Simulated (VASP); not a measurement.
A VASP calculation is set up with these files.

File POSCAR:
```
GaSb
1.0
  0.0000000000   3.0671786807   3.0671786807
  3.0671786807   0.0000000000   3.0671786807
  3.0671786807   3.0671786807   0.0000000000
Ga Sb
1 1
Cartesian
  0.0000000000   0.0000000000   0.0000000000
  1.5335893404   1.5335893404   1.5335893404
```

**INCAR**
```
AGGAC=0.0
ALGO=Normal
EDIFF=1E-6
EDIFFG=-0.01
ENCUT=520
GGA=CX
IBRION=2
ISIF=3
ISMEAR=1
LASPH=.True.
LCHARG=.False.
LMAXMIX=4
LREAL=.False.
LUSE_VDW=.True.
LWAVE=.False.
NELM=100
NSW=60
PREC=Accurate
SIGMA=0.1
SYSTEM=GaSb
```

File KPOINTS:
```
kpoints
0
gamma
 9 9 9
0 0 0
```

POTCAR, in this order: Ga_d Sb (PBE.64 set). Program: vasp_std.

Problem. Translate this vdW-DF-cx calculation to Quantum ESPRESSO's pw.x.

Solution. One equivalent input (not run):
```
&CONTROL
  calculation = 'vc-relax'
  pseudo_dir = './pseudo'
  outdir = './out'
  tprnfor = .true.
  tstress = .true.
  nstep = 60
  forc_conv_thr = 0.00039
/
&SYSTEM
  ibrav = 0
  nat = 2
  ntyp = 2
  ecutwfc = 80
  occupations = 'smearing'
  smearing = 'methfessel-paxton'
  degauss = 0.00735
  input_dft = 'vdw-df-cx'
/
&ELECTRONS
  conv_thr = 7.3e-08
  electron_maxstep = 100
/
&IONS
/
&CELL
/
ATOMIC_SPECIES
  Ga 69.723 Ga.upf
  Sb 121.760 Sb.upf
CELL_PARAMETERS angstrom
     0.0000000    3.0671787    3.0671787
     3.0671787    0.0000000    3.0671787
     3.0671787    3.0671787   -0.0000000
ATOMIC_POSITIONS crystal
  Ga   0.0000000  0.0000000  0.0000000
  Sb   0.2500000  0.2500000  0.2500000
K_POINTS automatic
  9 9 9 0 0 0
```
What does not carry over: the potentials are each code's own (VASP's PAW set, PseudoDojo norm-conserving files in pw.x), so ENCUT and ecutwfc are chosen apart and not converted; conv_thr bounds pw.x's estimated SCF error, while EDIFF bounds the energy change between steps; forc_conv_thr acts on force components and is met together with etot_conv_thr.

The compound is GaSb in the zinc blende structure. It was relaxed first. The start is the result of an earlier pass.
